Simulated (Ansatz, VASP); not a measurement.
# PbO (tetragonal PbO bilayer, AA) in two plane-wave programs

Wanted: the spread between two codes on one cell, functional and k mesh. Of the first pair: The structure shown is the start of the Ansatz relaxation below; VASP solves that cell, so the two are compared at the walk's first step.

Calculated with Ansatz 0.2.0; plane waves, with VASP 6.6.1 beside it; single point at PBE with D3(BJ).

**1. Set-up**

The cell holds 8 atoms: 4 Pb and 4 O. Cell: a = 4.050 Å, b = 4.050 Å, c = 42.628 Å, α = 90.0°, β = 90.0°, γ = 90.0°. Vacuum lies along c.

**2. Ansatz: relaxation, PBE with D3(BJ)**

Ansatz runs on its default PAW (the set named soft_2) files.

The two programs are compared at the cell with which this relaxation starts, whose forces are those of its first step.

Contents of input.yaml:

```yaml
crystal:
  lattice:
    - [4.05, 0.0, 0.0]
    - [0.0, 4.05, 0.0]
    - [0.0, 0.0, 42.628427127]
  atoms:
    - { symbol: Pb, position: [0.5, 0.0, 0.4316368499] }
    - { symbol: O, position: [0.0, 0.0, 0.4482245316] }
    - { symbol: O, position: [0.5, 0.5, 0.4482245316] }
    - { symbol: Pb, position: [0.0, 0.5, 0.4648122133] }
    - { symbol: Pb, position: [0.5, 0.0, 0.5351877867] }
    - { symbol: O, position: [0.0, 0.0, 0.5517754684] }
    - { symbol: O, position: [0.5, 0.5, 0.5517754684] }
    - { symbol: Pb, position: [0.0, 0.5, 0.5683631501] }
  periodic: [true, true, false]
kpoints:
  mp_grid: { grid: [8, 8, 1] }
hamiltonian:
  xc: pbe
  dispersion: d3bj
scf:
  occupations: { method: fermi_dirac, width: 0.05 }
  convergence: { dr2_threshold: 1.0e-09 }
relax:
  f_tol: 0.004
  max_steps: 90
  cell: {}
output:
  write_potential: true
  write_density: true
  volumetric_format: npy
```

Launch:

```bash
$ ansatz run input.yaml --threads 4 --pin off --max-ram 6144MiB --backend cpu --events-out ev --progress --plain --runs-dir out
```

Numbers of over 12 decimals in the logs are rounded to 6 here.

The program printed:

```text
Warning: relax.cell: scf.convergence.dr2_threshold = 1e-9 eV is looser than the 3.19311430148e-10 eV advised for a relaxation that steers and ends on the stress (1e-10 eV for each atom of the cell: 8, times the square of relax.cell.stress_2d_tol = 0.05 N/m over 15.8 Å (the atoms' height at the walk's start and 5 Å past either face), 3.159e-2 GPa, over a crystal's default 0.05). What an SCF threshold leaves in a stress goes as its square root, and in the free energy as the threshold itself, and one threshold admits the most on a small cell: [figures from the program's tests cut] Set scf.convergence.dr2_threshold to 3.19311430148e-10 eV or tighter. [rest of the remark cut]
Engine: ansatz 0.2.0, x86_64-unknown-linux-gnu
Pseudopotentials: kind: paw
Pseudopotential: Pb, paw, valence charge 14, recommended cutoff 420 eV (normal), Pb.paw.azcp
Pseudopotential: O, paw, valence charge 6, recommended cutoff 420 eV (normal), O.paw.azcp
Functional definition: PBE
  parameter kappa = 0.804
  parameter beta = 0.066725
  exchange = pbe_x(kappa = kappa, mu = beta*pi^2/3)
  correlation = pbe_c(beta = beta)
Crystal: 8 atoms, lattice volume = 699.213 Å³
Basis set: ecut = 420 eV, 13751 PW (Γ), exchange–correlation on 60×60×576 points (8 copies of the dense FFT grid, shifted against one another)
Bands: 48, of which v1, the nominal top of the filled ones, is band 40 counted from 1 (39 counted from 0)
Symmetry: 16 space group operations
Space group: P4/nmm (ITA 129), of the structure as read, at distance tolerance 8.9e-5 Å
k-points: 15 of 64
Non-local potential: Pb, projectors of the file, l = 0: 2, l = 1: 2, l = 2: 2, l = 3: 2
Non-local potential: O, projectors of the file, l = 0: 2, l = 1: 2, l = 2: 1
PAW form: soft (Blöchl's): semilocal exchange-correlation on the pseudo side does not see the compensation charge
PAW one-centre angular grid: Pb, 590 points (default); XC on 64 Gauss nodes
PAW one-centre angular grid: O, 110 points (default); XC on 64 Gauss nodes
Initial density: superposition of atomic densities (neutral atoms: chi_scale 0, normalization atom), corrected by the library's trained network
Initial wavefunctions: pseudopotential atomic-orbital guess
Functional: x = pbe(κ = 0.804, μ = 0.219515), c = pbe(β = 0.066725)
SCF iter   1: F=—  HF=-49888.977952 eV  |F-HF|=—  |Δ(HF+E_count)|=         —  Δρ=2.81e-3  dr2=5.91e-2  ethr=1.77e-3  ⟨swp⟩=16.9  Hψ=5251  notcnv=0
preconditioner: auto → Resta (q_TF=auto, 1.901 Å⁻¹)  ε∞=1.6  [insulator: Δε(μ)=1.002 eV  Ē_g=15.700 eV  σ=0.050 eV  W_gap=1.00  n_scr=84 (ndim 8)  ℏωp=12.6 eV  f_vac=0.775  D(μ)=0.00/eV (n_scr^D=0)  ε∞_Penn≈1.6  vacuum switching on, ρ_ref=1.8e-2 e/Å³]
SCF iter   2: F=—  HF=-49888.980108 eV  |F-HF|=—  |Δ(HF+E_count)|=   2.16e-3  Δρ=1.82e-3  dr2=2.15e-2  ethr=7.39e-5  ⟨swp⟩=4.3  Hψ=2130  notcnv=0  defer=41
SCF iter   3: F=—  HF=-49888.977984 eV  |F-HF|=—  |Δ(HF+E_count)|=   2.12e-3  Δρ=8.34e-4  dr2=2.47e-3  ethr=2.69e-5  ⟨swp⟩=3.3  Hψ=1506  notcnv=0  defer=41
SCF iter   4: F=—  HF=-49888.979311 eV  |F-HF|=—  |Δ(HF+E_count)|=   1.33e-3  Δρ=2.46e-4  dr2=3.52e-4  ethr=3.08e-6  ⟨swp⟩=3.1  Hψ=1350  notcnv=0  defer=41
SCF iter   5: F=—  HF=-49888.979483 eV  |F-HF|=—  |Δ(HF+E_count)|=   1.73e-4  Δρ=7.01e-5  dr2=3.44e-5  ethr=4.40e-7  ⟨swp⟩=3.3  Hψ=1545  notcnv=0  defer=41
SCF iter   6: F=—  HF=-49888.979392 eV  |F-HF|=—  |Δ(HF+E_count)|=   9.10e-5  Δρ=2.09e-5  dr2=2.67e-6  ethr=4.30e-8  ⟨swp⟩=3.3  Hψ=1641  notcnv=0  defer=41
SCF iter   7: F=—  HF=-49888.979716 eV  |F-HF|=—  |Δ(HF+E_count)|=   3.24e-4  Δρ=6.25e-6  dr2=2.72e-7  ethr=3.33e-9  ⟨swp⟩=3.4  Hψ=1676  notcnv=0  defer=42
SCF iter   8: F=—  HF=-49888.979716 eV  |F-HF|=—  |Δ(HF+E_count)|=   2.75e-7  Δρ=1.31e-6  dr2=1.02e-8  ethr=3.40e-10  ⟨swp⟩=3.6  Hψ=1669  notcnv=0  defer=42
SCF iter   9: F=-49888.979716 eV  HF=-49888.979716 eV  |F-HF|=1.05e-9  |Δ(HF+E_count)|=   3.60e-8  Δρ=3.65e-7  dr2=6.41e-10  ethr=1.25e-12  ⟨swp⟩=12.1  Hψ=7273  notcnv=0
SCF 1 converged in 9 iterations: F = -49888.979716 eV  dr2 = 6.41e-10
  greatest PAW one-centre occupation: 0.987 electrons in one spin orbital (limit 2), on the Pb atom at site 7 (counted from 0), in its partial waves of l = 2
relax step   1: F+E_penalty+E_count = -49888.97971636 eV  Δ(F+E_penalty+E_count) = +0.000e0 eV  max|allowed force component| = 6.608e0 eV/Å  Δτ_max = 0.0000 Å  P = +41.505 N/m  Ω = 699.213 Å³  fix = [c, alpha, beta]  reactions: c +0.000 N/m  (9 SCF iters, accepted)
[...]
SCF iter   3: F=—  HF=-49895.638507 eV  |F-HF|=—  |Δ(HF+E_count)|=   3.82e-7  Δρ=1.28e-5  dr2=3.62e-7  ethr=1.90e-9  ⟨swp⟩=2.2  Hψ=998  notcnv=0
SCF iter   4: F=—  HF=-49895.638507 eV  |F-HF|=—  |Δ(HF+E_count)|=   2.40e-7  Δρ=3.11e-6  dr2=2.88e-8  ethr=4.53e-10  ⟨swp⟩=2.9  Hψ=1201  notcnv=0
SCF iter   5: F=—  HF=-49895.638507 eV  |F-HF|=—  |Δ(HF+E_count)|=   1.74e-8  Δρ=7.01e-7  dr2=1.82e-9  ethr=3.60e-11  ⟨swp⟩=3.0  Hψ=1421  notcnv=0
SCF iter   6: F=-49895.638507 eV  HF=-49895.638507 eV  |F-HF|=1.46e-11  |Δ(HF+E_count)|=   1.28e-9  Δρ=2.74e-7  dr2=1.38e-10  ethr=1.25e-12  ⟨swp⟩=17.9  Hψ=6250  notcnv=0
SCF 9 converged in 6 iterations: F = -49895.638507 eV  dr2 = 1.38e-10
relax step   9: F+E_penalty+E_count = -49895.63850698 eV  Δ(F+E_penalty+E_count) = +3.846e-3 eV  max|allowed force component| = 1.388e-3 eV/Å  Δτ_max = 0.0000 Å  P = -0.027 N/m  Ω = 689.705 Å³  fix = [c, alpha, beta]  reactions: c -0.000 N/m  stress off target by 2.75e-2 N/m on what of the cell is left free  SCF on the basis re-selected at this cell (its energy is not comparable with the rows above)  (6 SCF iters)
basis re-selected at this cell: Δ(F+E_penalty+E_count) = +3.846e-3 eV, ΔP = -0.024 N/m vs the last step (what re-selecting the basis moved, of the pressure what is left beyond the Pulay correction that the steps carried, after the strain that the cell walked since its last selection, with what the two solves' SCF thresholds leave and, on support functions, any second-order correction that the steps lacked; it is no measure of the basis error at this ecutwfc). The dense FFT grid was sized anew with the basis: this SCF ran on 27×27×288 points, the steps before it on 30×30×288, so part of this shift can come from that change (see relax.cell in the input reference). [rest of the remark cut]
WARN: The output density's exchange-correlation potential varies sharply where the density is thin. Do not read a vacuum level from v_tot or v_xc, or from such a field of the output density. On a cell that repeats whose density bears no net charge and no dipole along the vacuum's axis use v_es (v_loc + v_h of the components); under efield.dipole_correction with no amplitude use v_es + v_field, which holds any externa [...]
SCF converged after 6 iterations
Free energy (F): -49895.638507 eV
Harris-Foulkes:  -49895.638507 eV  (|F-HF|=1.46e-11)
Internal energy: -49895.638507 eV  (E = F + TS)
E sigma→0 (E₀):  -49895.638507 eV
Fermi energy:    -3.233889 eV
--- Per-component energies (eV) ---
  E_band       = -1206.958999
  E_kinetic    = 1852.460943
  E_local      = -273779.293751  (includes V_loc(G=0)·N_el)
  E_nonlocal   = 1596.060012
  E_hartree    = 135756.186472
  E_xc         = -1176.183387
  E_vxc        = -903.656518  (∫ρ·V_xc dr)
  E_paw        = -42256.947760  (= ΣΔE_a)
  E_vpaw       = -1484.911527  (= ΣTr[D̂ρ^β])
  E_aug_tail   = 0.009710  (compensation charges beyond the density's cutoff)
  E_ewald      = 128113.514911
  E_disp       = -1.445657  (pairwise vdW)
  E_smearing   = -0.000000  (= −TS)
  E_closure    = -0.000000  (closes the sum)
  Σ components = -49895.638507   (vs F -49895.638507, Δ=0.00e0)
--- Forces (eV/Å), atoms counted from 1 ---
  atom   1  Pb     0.00000000     0.00000000    -0.00138760
  atom   2  O      0.00000000    -0.00000000    -0.00071246
  atom   3  O     -0.00000000     0.00000000    -0.00071246
  atom   4  Pb    -0.00000000    -0.00000000     0.00093895
  atom   5  Pb     0.00000000     0.00000000    -0.00093895
  atom   6  O      0.00000000    -0.00000000     0.00071246
  atom   7  O     -0.00000000     0.00000000     0.00071246
  atom   8  Pb    -0.00000000    -0.00000000     0.00138760
  max |Σ_I F_I| component: 1.67e-16 eV/Å
--- 2D stress c σ (N/m, compression-positive) ---
       -0.027492      -0.000000      -0.000000
       -0.000000      -0.027492      -0.000000
       -0.000000      -0.000000      -0.000000
  P = ½ c Tr σ = -0.0275 N/m
--- Band table (eV; the first three rows and the last of 15) ---
  k-point 0: bands = [... 36 lower, -5.5915, -5.5915, -4.7156, -4.2854, -2.0304, -2.0261, -1.9006 (-1.9006°), -0.0063 (-0.0497°?), ... 4 higher]
  k-point 1: bands = [... 36 lower, -5.5916, -5.4862, -4.7129, -4.2721, -1.7332 (-1.7332°), -1.7237 (-1.7237°), -1.5249 (-1.5249°), -0.6374 (-0.6374°), ... 4 higher]
  k-point 2: bands = [... 36 lower, -5.8048, -5.4777, -4.7496, -4.4019, -1.3343 (-1.3343°), -1.0835 (-1.0835°), -1.0535 (-1.0535°), -0.7784 (-0.7784°), ... 4 higher]
  k-point 14: bands = [... 36 lower, -4.9829, -4.9829, -4.9798, -4.9798, -2.2626, -2.2626, -0.7899, -0.7899, ... 4 higher]
  ° read free of the cell's end (the report's vacuum.weakly_bound_levels)
  °? not known for the slab's own: over its row's bound_up_to_ev there, or no deeper under its free states than its continued_xc_part_ev in size
--- Relaxed structure (8 steps of the walk, 8 accepted, 1 SCFs on fresh bases) ---
  F+E_penalty+E_count = -49895.63850698 eV   max|allowed force component| = 1.388e-3 eV/Å   (the final SCF, on the basis selected at the relaxed cell)
  cell:  # Å, volume = 689.7055 Å³
    - [4.022372, 0, 0]
    - [0, 4.022372, 0]
    - [0, 0, 42.628427127]
  atoms:
    - { symbol: Pb, position: [0.5, 0, 0.412344] }
    - { symbol: O, position: [0, 0, 0.440455] }
    - { symbol: O, position: [0.5, 0.5, 0.440455] }
    - { symbol: Pb, position: [0, 0.5, 0.468553] }
    - { symbol: Pb, position: [0.5, 0, 0.531447] }
    - { symbol: O, position: [0, 0, 0.559545] }
    - { symbol: O, position: [0.5, 0.5, 0.559545] }
    - { symbol: Pb, position: [0, 0.5, 0.587656] }
```

The column dr2 measures how far the density is from self-consistency, as an energy; F and HF (Harris–Foulkes) agree once it is small.

**3. VASP: single point, PBE with D3(BJ), start cell, pair 1**

The same cell, functional, mesh and smearing now go to VASP, with its own data sets.

Lines of VASP's logs that name or quote its potential files are left out, and so is its time.

Contents of INCAR:

```
SYSTEM = PbO
PREC = Accurate
ENCUT = 520
EDIFF = 1E-06
NELM = 120
ISMEAR = -1
SIGMA = 0.05
LREAL = .FALSE.
ALGO = Normal
GGA = PE
IVDW = 12
NBANDS = 49
LORBIT = 11
LWAVE = .FALSE.
LCHARG = .FALSE.
ISIF = 2
LDIPOL = .TRUE.
IDIPOL = 3
DIPOL = 0.5 0.5 0.5
LVHAR = .TRUE.
LASPH = .TRUE.
GGA_COMPAT = .FALSE.
EFERMI = MIDGAP
NELMDL = -8
KPAR = 2
```

Contents of POSCAR:

```
PbO
1.0
    4.0500000000      0.0000000000      0.0000000000
    0.0000000000      4.0500000000      0.0000000000
    0.0000000000      0.0000000000     42.6284270000
Pb O
4 4
Direct
    0.5000000000      0.0000000000      0.4316368512
    0.0000000000      0.5000000000      0.4648122250
    0.5000000000      0.0000000000      0.5351877985
    0.0000000000      0.5000000000      0.5683631488
    0.0000000000      0.0000000000      0.4482245381
    0.5000000000      0.5000000000      0.4482245381
    0.0000000000      0.0000000000      0.5517754619
    0.5000000000      0.5000000000      0.5517754619
```

Contents of KPOINTS:

```
Automatic mesh
0
Gamma
8 8 1
0 0 0
```

Potentials, in the order of the species: Pb_d and O (PBE family, release 64).

Launch:

```bash
$ mpirun -np 2 vasp_std
```

The program printed:

```text
[banner, memory and clock lines left out]
running    2 mpi-ranks, on    1 nodes
 distrk:  each k-point on    1 cores,    2 groups
 distr:  one band on    1 cores,    1 groups

 POSCAR found type information on POSCAR PbO
 POSCAR found :  2 types and       8 ions
 LDA part: xc-table for (Slater+PW92), standard interpolation
 POSCAR, INCAR and KPOINTS ok, starting setup
 FFT: planning ... GRIDC
 FFT: planning ... GRID_SOFT
 FFT: planning ... GRID
 WAVECAR not read
 entering main loop
       N       E                     dE             d eps       ncg     rms          rms(c)
DAV:   1     0.920466483026E+03    0.92047E+03   -0.33779E+04  1782   0.132E+03
DAV:   2     0.116949059314E+03   -0.80352E+03   -0.77265E+03  1816   0.379E+02
DAV:   3    -0.388470754669E+02   -0.15580E+03   -0.15259E+03  2104   0.202E+02
DAV:   4    -0.456245135994E+02   -0.67774E+01   -0.67299E+01  1860   0.483E+01
DAV:   5    -0.458436378889E+02   -0.21912E+00   -0.21888E+00  1892   0.828E+00
DAV:   6    -0.458508938516E+02   -0.72560E-02   -0.72475E-02  1979   0.176E+00
DAV:   7    -0.458512493526E+02   -0.35550E-03   -0.35545E-03  2164   0.320E-01
DAV:   8    -0.458512629755E+02   -0.13623E-04   -0.13622E-04  2026   0.554E-02    0.184E+01
DAV:   9    -0.359746294797E+02    0.98766E+01   -0.43678E+01  2291   0.517E+01    0.549E+00
DAV:  10    -0.362123366216E+02   -0.23771E+00   -0.57172E+00  1763   0.124E+01    0.380E+00
DAV:  11    -0.361679128673E+02    0.44424E-01   -0.18000E+00  2425   0.110E+01    0.188E+00
DAV:  12    -0.360676898846E+02    0.10022E+00   -0.42983E-01  2299   0.564E+00    0.405E-01
DAV:  13    -0.360739490163E+02   -0.62591E-02   -0.48226E-02  1864   0.140E+00    0.163E-01
DAV:  14    -0.360733732027E+02    0.57581E-03   -0.70274E-03  2267   0.618E-01    0.785E-02
[...]
DAV:  21    -0.360746144272E+02   -0.81689E-04   -0.81527E-06  1604   0.354E-02    0.260E-03
DAV:  22    -0.360746701247E+02   -0.55698E-04   -0.27134E-06  1157   0.998E-03    0.110E-03
DAV:  23    -0.360746962949E+02   -0.26170E-04   -0.14457E-06  1191   0.120E-02    0.105E-03
DAV:  24    -0.360747125713E+02   -0.16276E-04   -0.77022E-07  1090   0.470E-03    0.931E-04
DAV:  25    -0.360747171874E+02   -0.46161E-05   -0.12585E-07  1083   0.474E-03    0.490E-04
DAV:  26    -0.360747229068E+02   -0.57194E-05   -0.31028E-07  1005   0.266E-03    0.695E-04
DAV:  27    -0.360747247647E+02   -0.18579E-05   -0.94805E-08  1094   0.242E-03    0.553E-04
DAV:  28    -0.360747255549E+02   -0.79018E-06   -0.54367E-08  1041   0.149E-03
   1 F= -.37638911E+02 E0= -.37638909E+02  d E =-.405675E-05
```

OUTCAR, selected parts (step 3):

```text
ion  position               nearest neighbor table
   1  0.500  0.000  0.432-   5 2.14   6 2.14   6 2.14   5 2.14   2 3.19   2 3.19   2 3.19   2 3.19

  LATTYP: Found a simple tetragonal cell.
 ALAT       =     4.0500000000
 C/A-ratio  =    10.5255375309

 Subroutine GETGRP returns: Found 16 space group operations
 (whereof  8 operations were pure point group operations)

The static configuration has the point symmetry D_2d.
 The point group associated with its full space group is D_4h.

 Found     15 irreducible k-points:

   k-points           NKPTS =     15   k-points in BZ     NKDIM =     15   number of bands    NBANDS=     49

   dimension x,y,z NGX =    30 NGY =   30 NGZ =  320
   dimension x,y,z NGXF=    60 NGYF=   60 NGZF=  640

   ENCUT  =  520.0 eV  38.22 Ry    6.18 a.u.   7.53  7.53 79.26*2*pi/ulx,y,z

   NELECT =      80.0000    total number of electrons

 k-points in reciprocal lattice and weights: Automatic mesh
   0.00000000  0.00000000  0.00000000       0.016
   0.12500000  0.00000000  0.00000000       0.062
   0.25000000  0.00000000  0.00000000       0.062
   0.37500000  0.00000000  0.00000000       0.062
   0.50000000  0.00000000  0.00000000       0.031
   0.12500000  0.12500000  0.00000000       0.062
   0.25000000  0.12500000  0.00000000       0.125
   0.37500000  0.12500000  0.00000000       0.125
   0.50000000  0.12500000  0.00000000       0.062
[...]
0.50000000  0.37500000  0.00000000       0.062
   0.50000000  0.50000000  0.00000000       0.016

 dipolmoment           0.000000      0.000000     -0.000008 electrons x Angstroem

 average (electrostatic) potential at core
       1 -98.4460       2 -98.5272       3 -98.5273       4 -98.4461       5 -77.5997
       6 -77.5997       7 -77.5998       8 -77.5998

 E-fermi :  -1.4959

 k-point     1 :       0.0000    0.0000    0.0000
  band No.  band energies     occupation
    ...
     36      -5.9917      2.00000
     37      -4.7739      2.00000
     38      -4.7085      2.00000
     39      -3.4070      2.00000
     40      -3.2681      2.00000
     41      -1.0287      0.00018
     42      -0.3169      0.00000
     43       0.0454      0.00000
     44       2.0935      0.00000
     45       2.1657      0.00000
    ...

 k-point     2 :       0.1250    0.0000    0.0000
  band No.  band energies     occupation
    ...
     36      -5.0571      2.00000
     37      -4.7118      2.00000
     38      -4.6567      2.00000
     39      -3.0470      2.00000
     40      -2.9007      2.00000
     41      -0.8871      0.00001
     42      -0.1510      0.00000
     43       0.3070      0.00000
     44       1.4281      0.00000
     45       2.2980      0.00000
    ...

 k-point     3 :       0.2500    0.0000    0.0000
  band No.  band energies     occupation
    ...
     36      -5.1137      2.00000
     37      -4.2960      2.00000
     38      -3.7126      2.00000
     39      -2.3677      2.00000
     40      -2.3578      2.00000
     41      -0.2680      0.00000
     42       0.3396      0.00000
     43       0.7587      0.00000
     44       1.0163      0.00000
     45       2.3854      0.00000
    ...

 Edisp (eV)   -1.56419

  Total      42.90871    42.90871    17.29637     0.00000     0.00000     0.00000
  in kB      98.32109    98.32109    39.63294     0.00000     0.00000     0.00000
  external pressure =       78.76 kB  Pullay stress =        0.00 kB

  energy-cutoff  :      520.00
  volume of cell :      699.21
      direct lattice vectors                 reciprocal lattice vectors
     4.050000000  0.000000000  0.000000000     0.246913580  0.000000000  0.000000000
     0.000000000  4.050000000  0.000000000     0.000000000  0.246913580  0.000000000
     0.000000000  0.000000000 42.628427000     0.000000000  0.000000000  0.023458525

 POSITION                                       TOTAL-FORCE (eV/Angst)
 -----------------------------------------------------------------------------------
      2.02500      0.00000     18.40000         0.000000     -0.000000     -6.467057
      0.00000      2.02500     19.81421         0.000000     -0.000000      6.653480
      2.02500      0.00000     22.81421        -0.000000     -0.000000     -6.653480
      0.00000      2.02500     24.22843         0.000000     -0.000000      6.467057
      0.00000      0.00000     19.10711         0.000000     -0.000000      0.031112
      2.02500      2.02500     19.10711         0.000000     -0.000000      0.031112
      0.00000      0.00000     23.52132         0.000000      0.000000     -0.031112
      2.02500      2.02500     23.52132        -0.000000      0.000000     -0.031112
 -----------------------------------------------------------------------------------
    total drift:                                0.000000      0.000000     -0.001786

  FREE ENERGIE OF THE ION-ELECTRON SYSTEM (eV)
  ---------------------------------------------------
  free  energy   TOTEN  =       -37.6389109779 eV

  energy  without entropy=      -37.6389069211  energy(sigma->0) =      -37.63890895

 vacuum level on the upper side and lower side of the slab         2.232         2.232

 total charge
# of ion       s       p       d       tot
------------------------------------------
    1        1.410   0.755   9.961  12.126
    2        1.395   0.757   9.963  12.115
    3        1.395   0.757   9.963  12.115
    4        1.410   0.755   9.961  12.126
    5        1.594   3.512   0.000   5.106
    6        1.594   3.512   0.000   5.106
    7        1.594   3.512   0.000   5.106
    8        1.594   3.512   0.000   5.106
--------------------------------------------------
tot         11.988  17.071  39.848  68.907

[... 3 further parts left out ...]
```

(Continued in part 2 of 2.)

[Lines on the potential files, build, host, timing and source positions are cut from VASP's logs without a mark.]

[Logs are printed without paths, hosts, clocks, repeated set-up lines and the standing remarks that a program may print on its own settings, such as how far it seeks lower states.]

[Hosts, paths, dates, database ids (printed as entryN), source tags and the programs' standing remarks are cut or masked in the printed files.]
